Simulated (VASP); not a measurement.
Calculation: PBEsol GGA, VASP's PBE PAW potentials (set 64) (plane waves; VASP).

VASP ran on this input.

POSCAR:
```
Re
1.0
  2.7653400000   0.0000000000   0.0000000000
 -1.3826700000   2.3948550000   0.0000000000
  0.0000000000   0.0000000000   4.4735800000
Re
2
Cartesian
 -0.0131561050   1.6306974820   1.1623210820
  1.3958261050   0.7641575180   3.3112589180
```

File KPOINTS:
```
Regular mesh
0
gamma
11 11 6
0.5 0.5 0.5
```

KPOINTS_OPT:
```
k-points along high-symmetry lines
8
Line-mode
Reciprocal
  0.000000   0.000000   0.000000 ! GAMMA
  0.000000  -0.500000   0.000000 ! X

  0.000000   0.000000   0.500000 ! Y
  0.000000   0.000000   0.000000 ! GAMMA

  0.000000   0.000000   0.000000 ! GAMMA
 -0.500000   0.000000   0.000000 ! Z

 -0.500000   0.500000  -0.500000 ! R_2
  0.000000   0.000000   0.000000 ! GAMMA

  0.000000   0.000000   0.000000 ! GAMMA
 -0.500000   0.000000  -0.500000 ! T_2

 -0.500000   0.500000   0.000000 ! U_2
  0.000000   0.000000   0.000000 ! GAMMA

  0.000000   0.000000   0.000000 ! GAMMA
  0.000000  -0.500000  -0.500000 ! V_2
```

INCAR:
```
ISIF  =  2   ! forces and stress, cell fixed
GGA  =  PS   ! PBEsol
SIGMA  =  0.272
NELM  =  100
ISMEAR  =  1
PREC  =  Accurate
EDIFF  =  1E-6   ! SCF stop (eV)
LASPH  =  .TRUE.   ! aspherical one-centre terms
ENCUT  =  300   ! plane-wave cut-off (eV)
LREAL  =  .FALSE.   ! projection in real space or not
SYSTEM  =  Re
ALGO  =  Normal
LWAVE  =  .FALSE.
LCHARG  =  .FALSE.
LMAXMIX  =  6
```

POTCAR, in this order: Re (PBE.64 set). Program: vasp_std.

At this cut-off the stress carries a Pulay error, which pulls relaxed volumes low. Unless said otherwise, spin-orbit coupling is left out, though it shifts the bands of the heavy elements here.

**Question.** What does the run give for the energy per atom (σ→0), pressure, largest force, band gap (over mesh and band path)?

**Answer.** 
```json
{
 "energy per atom (σ→0)": "-13.342 eV/atom",
 "band gap (over mesh and band path)": "none (metal, semimetal or under 0.01 eV)",
 "pressure": "-7.38 GPa",
 "largest_force": "0.498 eV/Å"
}
```

**OSZICAR**
```
...
DAV:   7    -0.266956995872E+02    0.37591E+00   -0.82115E-01 47054   0.233E+01    0.584E-01
DAV:   8    -0.266836607064E+02    0.12039E-01   -0.86508E-03 44081   0.860E-01    0.183E-01
DAV:   9    -0.266825432004E+02    0.11175E-02   -0.89431E-04 45439   0.260E-01    0.415E-02
DAV:  10    -0.266825542944E+02   -0.11094E-04   -0.21562E-05 39355   0.562E-02    0.207E-02
DAV:  11    -0.266825565595E+02   -0.22651E-05   -0.10014E-05 37274   0.273E-02    0.333E-03
DAV:  12    -0.266825564631E+02    0.96378E-07   -0.11373E-07 20947   0.977E-03
   1 F= -.26682556E+02 E0= -.26684589E+02  d E =0.609762E-02
       N       E                     dE             ncg
```

The structure comes from a computed database's Re entry; how it stands against other phases isn't given here. The cell was not relaxed at this level, atoms are displaced from their ideal sites.
